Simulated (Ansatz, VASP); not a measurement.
# Mg72H143 (V_H) in two plane-wave programs

Aim: how closely do two programs agree when they are given the same cell, functional and k mesh? The cell is taken from a series of runs on this material, whose earlier steps may have relaxed, scaled, displaced or heated it; both programs get it as it stands.

Program: Ansatz 0.2.0. Level of theory: plane waves, with VASP 6.6.1 beside it; PBEsol. Results are calculated unless marked as measured.

## Step 1: The structure

The cell holds 215 atoms: 72 Mg and 143 H. Its edges and angles: a = 16.181 Å, b = 16.181 Å, c = 12.663 Å, α = 54.1°, β = 54.1°, γ = 71.9°. It derives from MgH2 (MgH2 (P4_2/mnm)). Nearest the centre at fractional (0.315, 0.518, 0.625): Mg37 at 2.34 Å, Mg16 at 2.35 Å, Mg47 at 2.36 Å, H103 at 2.38 Å, H144 at 2.57 Å, H141 at 2.58 Å, H145 at 2.58 Å, H148 at 2.58 Å. The cell carries charge +1.

## Step 2: Ansatz: single point, PBEsol

Ansatz runs on its default PAW (the set named soft_2) files.

With cell and atoms fixed, the geometry can't cause a difference; cores, projectors, grids and the points listed under the comparison can.

Contents of input.yaml:

```yaml
crystal:
  lattice:
    - [0.0, 13.43155546, 9.0232221]
    - [13.43155546, 0.0, 9.0232221]
    - [8.95437031, 8.95437031, 0.0]
  atoms:
    - { symbol: Mg, position: [0.0834963476, 0.08267673135, 0.12520902088] }
    - { symbol: Mg, position: [0.25106623831, 0.2494356263, 0.37437311963] }
    - { symbol: Mg, position: [0.0004909112, -0.00047682437, -0.00013314328] }
    - { symbol: Mg, position: [0.16727627168, 0.16893552343, 0.2470905642] }
    - { symbol: H, position: [0.00027546662, -0.00098463701, 0.34851835778] }
    - { symbol: H, position: [0.16622128596, 0.16906321742, 0.0954727617] }
    - { symbol: H, position: [0.14670071485, 0.01998962184, 0.37347865269] }
    - { symbol: H, position: [0.31620718952, 0.18723312225, 0.11787509575] }
    - { symbol: H, position: [0.00146916648, -0.00180502212, 0.1527065682] }
    - { symbol: H, position: [0.16808744087, 0.16682373178, 0.39997539195] }
    - { symbol: H, position: [0.01939612969, 0.14911941453, 0.37283480288] }
    - { symbol: H, position: [0.18601449932, 0.31734596665, 0.11947571092] }
    - { symbol: Mg, position: [0.08442212455, 0.08308402682, 0.6240343492] }
    - { symbol: Mg, position: [0.24776997677, 0.25446578227, 0.87304144907] }
    - { symbol: Mg, position: [-0.00102599625, 0.0017602879, 0.4991004727] }
    - { symbol: Mg, position: [0.16712666231, 0.16596112301, 0.75033485085] }
    - { symbol: H, position: [0.0021789381, -0.0015360352, 0.84679513107] }
    - { symbol: H, position: [0.16795820714, 0.1661414943, 0.59728447333] }
    - { symbol: H, position: [0.14922793698, 0.01763751258, 0.87572173059] }
    - { symbol: H, position: [0.31593933687, 0.18544662442, 0.62726035648] }
    - { symbol: H, position: [0.00137526681, -0.00017585596, 0.65042186935] }
    - { symbol: H, position: [0.16668074947, 0.16862129359, 0.9014125123] }
    - { symbol: H, position: [0.01884619106, 0.14805318009, 0.87511961654] }
    - { symbol: H, position: [0.18549285346, 0.31528849424, 0.62684313459] }
    - { symbol: Mg, position: [0.08296455069, 0.41618050951, 0.12531247727] }
    - { symbol: Mg, position: [0.25049622877, 0.5825728469, 0.37330580849] }
    - { symbol: Mg, position: [-0.00420173129, 0.32599929237, 0.00833376978] }
    - { symbol: Mg, position: [0.16715664365, 0.49953712004, 0.24976488146] }
    - { symbol: H, position: [0.00158620112, 0.33274644017, 0.3467323204] }
    - { symbol: H, position: [0.16639702181, 0.49993325995, 0.09604922634] }
    - { symbol: H, position: [0.14996602487, 0.35165057848, 0.37360916581] }
    - { symbol: H, position: [0.31564149386, 0.51793664121, 0.1245717962] }
    - { symbol: H, position: [0.00113738558, 0.33245050519, 0.1512288416] }
    - { symbol: H, position: [0.16614379622, 0.49965779894, 0.40437901579] }
    - { symbol: H, position: [0.01908452849, 0.48192377417, 0.37350302221] }
    - { symbol: H, position: [0.18566757393, 0.64791785019, 0.12444829457] }
    - { symbol: Mg, position: [0.08329971266, 0.41474938712, 0.62643861532] }
    - { symbol: Mg, position: [0.25097447665, 0.58309632314, 0.87585924263] }
    - { symbol: Mg, position: [0.00113987709, 0.33328094016, 0.49905614938] }
    - { symbol: Mg, position: [0.13532353901, 0.50552201107, 0.7690502161] }
    - { symbol: H, position: [0.00017035627, 0.33174165475, 0.8490803587] }
    - { symbol: H, position: [0.17289513633, 0.49668378805, 0.60153780636] }
    - { symbol: H, position: [0.14409574641, 0.35586840212, 0.87478865287] }
    - { symbol: H, position: [0.00072035138, 0.33292372689, 0.65192014024] }
    - { symbol: H, position: [0.17267502823, 0.49807837147, 0.8926332489] }
    - { symbol: H, position: [-0.00015073638, 0.4759058309, 0.89277459761] }
    - { symbol: H, position: [0.19000701037, 0.64358144577, 0.62442617593] }
    - { symbol: Mg, position: [0.08369876987, 0.74987772636, 0.124587818] }
    - { symbol: Mg, position: [0.24791867364, 0.9244740428, 0.37035759279] }
    - { symbol: Mg, position: [0.0010394059, 0.66598595126, -0.0005770317] }
    - { symbol: Mg, position: [0.16755811707, 0.83253172494, 0.24980992431] }
    - { symbol: H, position: [0.00142627098, 0.66550434974, 0.34777246751] }
    - { symbol: H, position: [0.16751086157, 0.83205533409, 0.09847132833] }
    - { symbol: H, position: [0.14998900128, 0.6830745059, 0.38026343817] }
    - { symbol: H, position: [0.31590033508, 0.85159917133, 0.12687359255] }
    - { symbol: H, position: [0.00140791325, 0.66622177504, 0.15070065738] }
    - { symbol: H, position: [0.17282165971, 0.82843221552, 0.40272431041] }
    - { symbol: H, position: [0.01950494759, 0.81357346104, 0.37891055562] }
    - { symbol: H, position: [0.18454062162, 0.98137171928, 0.12764976222] }
    - { symbol: Mg, position: [0.08104210378, 0.75253118419, 0.62462655408] }
    - { symbol: Mg, position: [0.25043369297, 0.91636459961, 0.87476811714] }
    - { symbol: Mg, position: [0.00042357093, 0.66551090629, 0.50041577552] }
    - { symbol: Mg, position: [0.16806890342, 0.83316453185, 0.74875467852] }
[... 40 lines left out ...]
    - { symbol: H, position: [0.64630276235, 0.51733526239, 0.13135052237] }
    - { symbol: H, position: [0.33442018612, 0.33317145578, 0.15109170858] }
    - { symbol: H, position: [0.48704630373, 0.50230207192, 0.4120253971] }
    - { symbol: H, position: [0.35086442722, 0.48167545436, 0.37280454059] }
    - { symbol: H, position: [0.51625780122, 0.64753342411, 0.12942043047] }
    - { symbol: Mg, position: [0.43848289203, 0.39507082007, 0.62451873688] }
    - { symbol: Mg, position: [0.58410863645, 0.58252255692, 0.87466220065] }
    - { symbol: Mg, position: [0.33329925295, 0.33338288232, 0.49893221324] }
    - { symbol: Mg, position: [0.50015631443, 0.50023458032, 0.75012955063] }
    - { symbol: H, position: [0.33127373199, 0.34649684548, 0.83699918495] }
    - { symbol: H, position: [0.48773396393, 0.50194786588, 0.60320716874] }
    - { symbol: H, position: [0.48242066998, 0.35211992419, 0.86622695515] }
    - { symbol: H, position: [0.64810031356, 0.51755877433, 0.62187871155] }
    - { symbol: H, position: [0.33161770422, 0.34579315152, 0.64584316714] }
    - { symbol: H, position: [0.50076069087, 0.49949330729, 0.90160752192] }
    - { symbol: H, position: [0.35186903088, 0.48270582035, 0.87613103413] }
    - { symbol: H, position: [0.51826765242, 0.64804208529, 0.6221343601] }
    - { symbol: Mg, position: [0.41744344463, 0.75055618455, 0.12385803982] }
    - { symbol: Mg, position: [0.58462661182, 0.91689920545, 0.37390797028] }
    - { symbol: Mg, position: [0.33403244977, 0.6664214228, -0.00062467519] }
    - { symbol: Mg, position: [0.50756693505, 0.83778399317, 0.24083634782] }
    - { symbol: H, position: [0.33568488849, 0.66069717614, 0.35652174814] }
    - { symbol: H, position: [0.50123247396, 0.83233082524, 0.09793177954] }
    - { symbol: H, position: [0.47774877006, 0.68948410998, 0.37428163583] }
    - { symbol: H, position: [0.65286395032, 0.8537091552, 0.11963426215] }
    - { symbol: H, position: [0.33362405146, 0.66720416564, 0.15308079936] }
    - { symbol: H, position: [0.50170547159, 0.83348420631, 0.40012031059] }
    - { symbol: H, position: [0.35763697454, 0.83367689653, 0.35618804995] }
    - { symbol: H, position: [0.520723819, 0.98464491068, 0.12081743659] }
    - { symbol: Mg, position: [0.41883368023, 0.75026256387, 0.62271282563] }
    - { symbol: Mg, position: [0.58436299665, 0.9150789628, 0.87484008658] }
    - { symbol: Mg, position: [0.32809688824, 0.69819461439, 0.48010592347] }
    - { symbol: Mg, position: [0.50026807178, 0.83244242842, 0.750092051] }
    - { symbol: H, position: [0.33405220701, 0.66736817625, 0.844688267] }
    - { symbol: H, position: [0.50068555657, 0.8328282834, 0.5972144145] }
    - { symbol: H, position: [0.48189417565, 0.6836128635, 0.87548587344] }
    - { symbol: H, position: [0.64865582467, 0.85003340601, 0.62593782072] }
    - { symbol: H, position: [0.33678073284, 0.66074797797, 0.64760749555] }
    - { symbol: H, position: [0.50086559473, 0.83192371207, 0.9024296771] }
    - { symbol: H, position: [0.35162809081, 0.81450462967, 0.87545288277] }
    - { symbol: H, position: [0.51776779153, 0.98081729152, 0.62588474902] }
    - { symbol: Mg, position: [0.75066094615, 0.08290573672, 0.12460669266] }
    - { symbol: Mg, position: [0.91845974337, 0.24921021365, 0.37433053606] }
    - { symbol: Mg, position: [0.66961687669, 0.00241860845, -0.00414452588] }
    - { symbol: Mg, position: [0.831124113, 0.16397536563, 0.25334602802] }
    - { symbol: H, position: [0.66738701111, -0.00070184137, 0.3476856562] }
    - { symbol: H, position: [0.83362378031, 0.16551387589, 0.09830268074] }
    - { symbol: H, position: [0.81485579979, 0.01609868224, 0.3773155505] }
    - { symbol: H, position: [0.97983854429, 0.18072810055, 0.12966857858] }
    - { symbol: H, position: [0.66801353886, -3.833684e-05, 0.15090960889] }
    - { symbol: H, position: [0.83397344425, 0.16673823003, 0.40170309839] }
    - { symbol: H, position: [0.68389947382, 0.14671898664, 0.37656336113] }
    - { symbol: H, position: [0.84888647682, 0.31285390131, 0.12837791952] }
    - { symbol: Mg, position: [0.75224245118, 0.08129685639, 0.62461450903] }
    - { symbol: Mg, position: [0.91664762309, 0.24896207064, 0.87525986839] }
    - { symbol: Mg, position: [0.66627091344, -0.00170440132, 0.50124007403] }
    - { symbol: Mg, position: [0.83529954993, 0.16725448248, 0.74793888315] }
    - { symbol: H, position: [0.66680528047, -0.00042968355, 0.84752586864] }
    - { symbol: H, position: [0.83425292405, 0.16685340484, 0.59649010546] }
    - { symbol: H, position: [0.81751378087, 0.01866854958, 0.87186270122] }
    - { symbol: H, position: [0.98357076593, 0.18485688363, 0.6232629697] }
    - { symbol: H, position: [0.66675126294, -0.0007784933, 0.65272641133] }
    - { symbol: H, position: [0.834218975, 0.16621989212, 0.90149985826] }
    - { symbol: H, position: [0.68686809569, 0.14960202604, 0.87263843895] }
    - { symbol: H, position: [0.85278407751, 0.31573635527, 0.62323898895] }
    - { symbol: Mg, position: [0.74835019761, 0.41554516712, 0.12688780467] }
    - { symbol: Mg, position: [0.91722304032, 0.58311472091, 0.37440026212] }
    - { symbol: Mg, position: [0.66687989966, 0.33284694392, -0.0001050567] }
    - { symbol: Mg, position: [0.83136566136, 0.50175344587, 0.24981920718] }
    - { symbol: H, position: [0.66745051334, 0.33076578765, 0.34973847698] }
    - { symbol: H, position: [0.82897352614, 0.50086391402, 0.10073736662] }
    - { symbol: H, position: [0.81989749179, 0.35324502508, 0.36938659619] }
    - { symbol: H, position: [0.98191437623, 0.51765726098, 0.12235090409] }
    - { symbol: H, position: [0.66453851356, 0.33371516475, 0.15368599669] }
    - { symbol: H, position: [0.8332624148, 0.50076186975, 0.40074625001] }
    - { symbol: H, position: [0.67901872078, 0.4794281056, 0.38077932324] }
    - { symbol: H, position: [0.85218042457, 0.64896807242, 0.12145402293] }
    - { symbol: Mg, position: [0.75077424839, 0.41658091323, 0.62424074846] }
    - { symbol: Mg, position: [0.90909569367, 0.58564830339, 0.87880739687] }
    - { symbol: Mg, position: [0.67640605157, 0.32718904271, 0.49700839566] }
    - { symbol: Mg, position: [0.83334296184, 0.49911567119, 0.75051540917] }
    - { symbol: H, position: [0.66607516265, 0.33430209489, 0.84675616902] }
    - { symbol: H, position: [0.83379704788, 0.50000161523, 0.5971709949] }
    - { symbol: H, position: [0.81553661864, 0.35090949309, 0.87553680437] }
    - { symbol: H, position: [0.98295948717, 0.51692623104, 0.62788630257] }
    - { symbol: H, position: [0.66933567887, 0.33200419687, 0.65004913274] }
    - { symbol: H, position: [0.8292698663, 0.50105699756, 0.90435969715] }
    - { symbol: H, position: [0.68494583954, 0.48114325986, 0.87471860268] }
    - { symbol: H, position: [0.8525385541, 0.64776648125, 0.62662316371] }
    - { symbol: Mg, position: [0.75089286013, 0.75002815825, 0.12401118472] }
    - { symbol: Mg, position: [0.91712177388, 0.91566471788, 0.37535075551] }
    - { symbol: Mg, position: [0.66463095009, 0.66627264581, 0.00203183327] }
    - { symbol: Mg, position: [0.83405755658, 0.83305043492, 0.2493210747] }
    - { symbol: H, position: [0.66498450418, 0.66679158695, 0.34774738435] }
    - { symbol: H, position: [0.83548998389, 0.83196935117, 0.09649367679] }
    - { symbol: H, position: [0.8159420991, 0.684327585, 0.37354291225] }
    - { symbol: H, position: [0.9827523865, 0.85083999345, 0.12464892812] }
    - { symbol: H, position: [0.66448947048, 0.66735131345, 0.15364703619] }
    - { symbol: H, position: [0.83498618209, 0.83154977437, 0.40235547562] }
    - { symbol: H, position: [0.68550503456, 0.81465543245, 0.3740083371] }
    - { symbol: H, position: [0.85228081084, 0.98127703756, 0.12450577805] }
    - { symbol: Mg, position: [0.75045662621, 0.7491935317, 0.6250835511] }
    - { symbol: Mg, position: [0.91793291875, 0.9163950538, 0.8738928149] }
    - { symbol: Mg, position: [0.66761376204, 0.66637133839, 0.49880679535] }
    - { symbol: Mg, position: [0.83179928246, 0.83456017412, 0.75019570598] }
    - { symbol: H, position: [0.66671860043, 0.66544503355, 0.84915707769] }
    - { symbol: H, position: [0.83370719974, 0.83218410615, 0.59883626657] }
    - { symbol: H, position: [0.81357577635, 0.68683729491, 0.87588212778] }
    - { symbol: H, position: [0.98173874194, 0.85180010575, 0.62476015646] }
    - { symbol: H, position: [0.66738496539, 0.66571600918, 0.65177265335] }
    - { symbol: H, position: [0.83452476052, 0.83326399866, 0.90076378281] }
    - { symbol: H, position: [0.68446336115, 0.81415334374, 0.8764034685] }
    - { symbol: H, position: [0.85221082408, 0.98132337077, 0.62468580582] }
  host:
    repeats: [3, 3, 2]
    atoms:
      - { symbol: Mg, position: [0.25, 0.25, 0.25] }
      - { symbol: Mg, position: [0.75, 0.75, 0.75] }
      # ... 10 more atoms of the perfect host
total_charge: 1
basis:
  ecutwfc: 420
  xc_grid: 2
hamiltonian:
  xc: pbesol
kpoints:
  mp_grid: { grid: [1, 1, 1] }
scf:
  occupations: { method: fermi_dirac, width: 0.01 }
  max_iter: 100
output:
  forces: true
  charged_corrections:
    epsilon: [4.16, 4.16, 4.21]
    static_epsilon: [11.89, 11.89, 8.5]
    defect_position: [0.315181, 0.518152, 0.625]
checkpoint:
  read: "../qp1.relax_smeared.run"
  write: "../cc1.qp1.l1.4.run"
  compress: false
  write_wavefunctions: false
  write_every: 100000
```

Started as:

```
$ ansatz run input.yaml --threads 4 --pin off --max-ram 15073MiB --backend cpu --events-out ev --progress --plain --runs-dir out
```

Numbers of over 12 decimals in the logs are rounded to 6 here.

The log of the run:

```text
Warning: checkpoint.read: the run can stay near the saved state's solution: 215 site(s) moved relative to the saved geometry (max |Δs| = 8.591e-3 fractional); the SCF starts from the saved state under `checkpoint.density_extrapolation: transplant`, in force with no word given; its orbitals are not used off its sites. A run without `checkpoint.read` takes nothing of the state. A lower free energy from it at the same positions (and U, V and field ramp, if any) shows a solution that this start missed, and an equal or higher one rules none out (checkpoint.read, Limitations, in the input reference)
Engine: ansatz 0.2.0, aarch64-unknown-linux-gnu
Pseudopotentials: kind: paw
Pseudopotential: Mg, paw, valence charge 10, recommended cutoff 420 eV (normal), Mg.paw.azcp
Pseudopotential: H, paw, valence charge 1, recommended cutoff 420 eV (normal), H.paw.azcp
Functional definition: PBEsol
  exchange = pbesol_x
  correlation = pbesol_c
Crystal: 215 atoms, lattice volume = 2170.466 Å³
Basis set: ecut = 420 eV, 42383 PW (Γ), exchange–correlation on 240×240×180 points (8 copies of the dense FFT grid, shifted against one another)
Bands: 646, of which v1, the nominal top of the filled ones, is band 431 counted from 1 (430 counted from 0)
Symmetry: 1 space group operations
Space group: P1 (ITA 1), of the structure as read, at distance tolerance 1.3e-4 Å
k-points: 1
Non-local potential: Mg, projectors of the file, l = 0: 3, l = 1: 2, l = 2: 1
Non-local potential: H, projectors of the file, l = 0: 2, l = 1: 1
PAW form: soft (Blöchl's): semilocal exchange-correlation on the pseudo side does not see the compensation charge
PAW frozen core: Mg, regenerated for the run's functional, and the local potential with it (the file was generated under x = pbe(κ = 0.804, μ = 0.219515), c = pbe(β = 0.066725))
PAW one-centre angular grid: Mg, 110 points (default); XC on 64 Gauss nodes
PAW one-centre angular grid: H, 110 points (default); XC on 64 Gauss nodes
Initial density: read from a saved state, or passed on in memory by an earlier SCF of this step, an earlier step, the calling program or the single point that the run made first, carried with its atoms to this geometry
Initial wavefunctions: pseudopotential atomic-orbital guess
Functional: x = pbesol(κ = 0.804, μ = 0.123457), c = pbesol(β = 0.046)
iter 1 solved again at ethr=1.44e-5 eV; its pass at ethr=3.10e-3 eV (dr2=1.24e-1 eV) is discarded
SCF iter   1: F=—  HF=-139947.314689 eV  |F-HF|=—  |Δ(HF+E_count)|=         —  Δρ=2.59e-3  dr2=1.23e-1  ethr=1.44e-5  ⟨swp⟩=19.0  Hψ=7656  notcnv=0  defer=20
preconditioner: auto → Resta (q_TF=auto, 2.339 Å⁻¹)  ε∞=2.9  [insulator: Δε(μ)=3.632 eV  Ē_g=9.896 eV  σ=0.010 eV  W_gap=1.00  n_scr=458 (ndim 8)  ℏωp=13.5 eV  f_vac=0.003  D(μ)=0.00/eV (n_scr^D=0)  ε∞_Penn≈2.9]
SCF iter   2: F=—  HF=-139947.301446 eV  |F-HF|=—  |Δ(HF+E_count)|=   1.32e-2  Δρ=1.36e-3  dr2=3.28e-2  ethr=1.43e-5  ⟨swp⟩=2.0  Hψ=1106  notcnv=0  defer=201
SCF iter   3: F=—  HF=-139947.300650 eV  |F-HF|=—  |Δ(HF+E_count)|=   7.96e-4  Δρ=1.34e-4  dr2=6.76e-4  ethr=3.80e-6  ⟨swp⟩=3.0  Hψ=801  notcnv=0  defer=64
automatic band count: iteration 3 solves 500 bands in place of 646: the levels show a gap, and the empty bands left out lie too high to hold charge; the band table lists the bands solved (type scf.n_extra_bands for more)
SCF iter   4: F=—  HF=-139947.301263 eV  |F-HF|=—  |Δ(HF+E_count)|=   6.13e-4  Δρ=3.97e-5  dr2=7.03e-5  ethr=7.84e-8  ⟨swp⟩=2.0  Hψ=798  notcnv=0  defer=64
SCF iter   5: F=—  HF=-139947.301191 eV  |F-HF|=—  |Δ(HF+E_count)|=   7.23e-5  Δρ=9.81e-6  dr2=3.53e-6  ethr=8.16e-9  ⟨swp⟩=2.0  Hψ=798  notcnv=0  defer=64
SCF iter   6: F=—  HF=-139947.301197 eV  |F-HF|=—  |Δ(HF+E_count)|=   6.01e-6  Δρ=2.87e-6  dr2=1.76e-7  ethr=4.09e-10  ⟨swp⟩=2.0  Hψ=867  notcnv=0  defer=64
SCF iter   7: F=-139947.301197 eV  HF=-139947.301197 eV  |F-HF|=7.83e-9  |Δ(HF+E_count)|=   2.39e-7  Δρ=6.42e-7  dr2=8.50e-9  ethr=1.16e-11  ⟨swp⟩=10.0  Hψ=1969  notcnv=0
SCF 1 converged in 7 iterations: F = -139947.301197 eV  dr2 = 8.50e-9
[...]
SCF converged after 7 iterations
Free energy (F): -139947.301197 eV
Harris-Foulkes:  -139947.301197 eV  (|F-HF|=7.83e-9)
Internal energy: -139947.301197 eV  (E = F + TS)
E sigma→0 (E₀):  -139947.301197 eV
Fermi energy:    3.820161 eV
--- Per-component energies (eV) ---
  E_band       = -26855.358719
  E_kinetic    = 7429.228402
  E_local      = -123866.928001  (includes V_loc(G=0)·N_el)
  E_nonlocal   = 7095.401491
  E_hartree    = 44410.656176
  E_xc         = -3347.702195
  E_vxc        = -4350.923632  (∫ρ·V_xc dr)
  E_paw        = -20299.984752  (= ΣΔE_a)
  E_vpaw       = -1983.271591  (= ΣTr[D̂ρ^β])
  E_aug_tail   = -0.181814  (compensation charges beyond the density's cutoff)
[...]
atom 157  Mg     0.00762248     0.01147553     0.03485693
  atom 158  Mg     0.00356856     0.00038482    -0.00643863
  atom 159  Mg    -0.00002671    -0.00362095     0.00559659
  atom 160  H     -0.00309236     0.00123653     0.00756858
  atom 161  H      0.00029777     0.00487273    -0.00408609
  atom 162  H      0.00192888     0.00037058     0.00105218
  atom 163  H      0.00104215    -0.00057753    -0.01049693
  atom 164  H     -0.00444807    -0.00179343     0.00538073
[...]
atom 212  H      0.00334478     0.00568868     0.01158422
  atom 213  H      0.00310600    -0.00309239     0.00743458
  atom 214  H     -0.00544073    -0.00445223     0.01727693
  atom 215  H      0.00186816    -0.00292377     0.00058682
  max |Σ_I F_I| component: 8.13e-5 eV/Å
--- Charged-cell corrections in eV (Makov–Payne, q = +1.000 e, ε = [4.160, 4.160, 4.210] of the electrons, [11.890, 11.890, 8.500] with the ions) ---
  F (periodic)     = -139947.301197  (uncorrected; the corrections below are reported, never added to it)
  E_corr1          = +0.379458  (monopole, q²α_M/2ε̄L, of the cell on which ε is isotropic)
  F Makov-Payne    = n/a  (the rows are of the electrons' constant alone; ansatz place-levels tells what screens the charge)
  no potential alignment in this run, which stands beside a crystal: run the host's input off ansatz write-host-input, and read the two finished runs by ansatz place-levels (neither reads a slab, a wire or a sheet, whose cell leaves a vacuum)
--- Band table (eV) ---
  k-point 0: bands = [... 427 lower, 1.8922, 1.9602, 1.9787, 2.0029, 5.6377, 5.6572, 5.8064, 5.8509, ... 65 higher]
```

[end of part 1 of 2]

[Lines on the potential files, build, host, timing and source positions are cut from VASP's logs without a mark.]

[Logs are printed without paths, hosts, clocks, repeated set-up lines and the standing remarks that a program may print on its own settings, such as how far it seeks lower states.]

[Hosts, paths, dates, database ids (printed as entryN), source tags and the programs' standing remarks are cut or masked in the printed files.]
